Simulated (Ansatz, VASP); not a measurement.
## NaGeF3: VASP beside Ansatz

File POSCAR:

```
NaGeF3
1.0
    4.3476431000      0.0000000000      0.0000000000
    0.0000000000      4.3476431000      0.0000000000
    0.0000000000      0.0000000000      4.3476431000
Na Ge F
1 1 3
Direct
    0.0000000000      0.0000000000      0.0000000000
    0.5000000000      0.5000000000      0.5000000000
    0.5000000000      0.5000000000      0.0000000000
    0.5000000000      0.0000000000      0.5000000000
    0.0000000000      0.5000000000      0.5000000000
```

Contents of INCAR.step1:

```
ALGO = Normal
EDIFF = 1E-4
ENCUT = 520
GGA = PE
ISMEAR = 0
LASPH = True
LCHARG = False
LREAL = False
LWAVE = True
NBANDS = 29
NELM = 80
PREC = Accurate
SIGMA = 0.01
```

The input INCAR.step2:

```
ALGO = Normal
EDIFF = 1E-7
ENCUT = 520
ISIF = 2
ISMEAR = 0
ISTART = 1
LASPH = True
LCHARG = False
LMIXTAU = True
LREAL = False
LWAVE = False
METAGGA = R2SCAN
NBANDS = 29
NELM = 80
PREC = Accurate
SIGMA = 0.01
```

Contents of KPOINTS:

```
k-points
0
Gamma
  6 6 6
```

Input for Ansatz:

```yaml
crystal:
  lattice:
    - [4.3476431, 0.0, 0.0]
    - [0.0, 4.3476431, 0.0]
    - [0.0, 0.0, 4.3476431]
  atoms:
    - { symbol: Na, position: [0.0, 0.0, 0.0] }
    - { symbol: Ge, position: [0.5, 0.5, 0.5] }
    - { symbol: F, position: [0.5, 0.5, 0.0] }
    - { symbol: F, position: [0.5, 0.0, 0.5] }
    - { symbol: F, position: [0.0, 0.5, 0.5] }
kpoints:
  mp_grid: { grid: [6, 6, 6] }
  band_path:
    path: [[0.0, 0.0, 0.0], [0.0, 0.5, 0.0], [0.5, 0.5, 0.0], [0.5, 0.5, 0.5]]
    npoints: 1
hamiltonian:
  xc: r2scan
scf:
  occupations: { method: fixed }
  n_extra_bands: 5
output:
  forces: true
  stress: true
  eigenvalues: true
```

The cell was built by a generator and needn't be a form met in nature.

Alike in both runs: task single point; functional r2SCAN; k mesh 6 × 6 × 6; no spin polarisation.

```csv
,VASP,Ansatz
version,VASP 6.6.1,Ansatz 0.2.0
potentials or method,"VASP PAW PBE potentials, release 64 (Na_pv, Ge_d, F)","plane waves, PAW"
plane-wave cutoff (eV),520,500
occupations,"gaussian, width 0.01 eV",fixed
valence electrons in the cell,42,44
```

|  | VASP | Ansatz | Ansatz less VASP |
| --- | --- | --- | --- |
| gap on the k mesh at the Fermi level (eV) | 1.69 | 1.68 | -0.017 |
| pressure (GPa) | -0.2 | 0.0 | +0.23 |

The two sets of potentials don't hold the same shells in valence.

Caveats: the PAW data sets were made with another functional, which shifts forces and pressure a little (VASP). r2SCAN opens gaps a little over a GGA but as a rule still falls short of measured ones. A k mesh can miss the band edges.
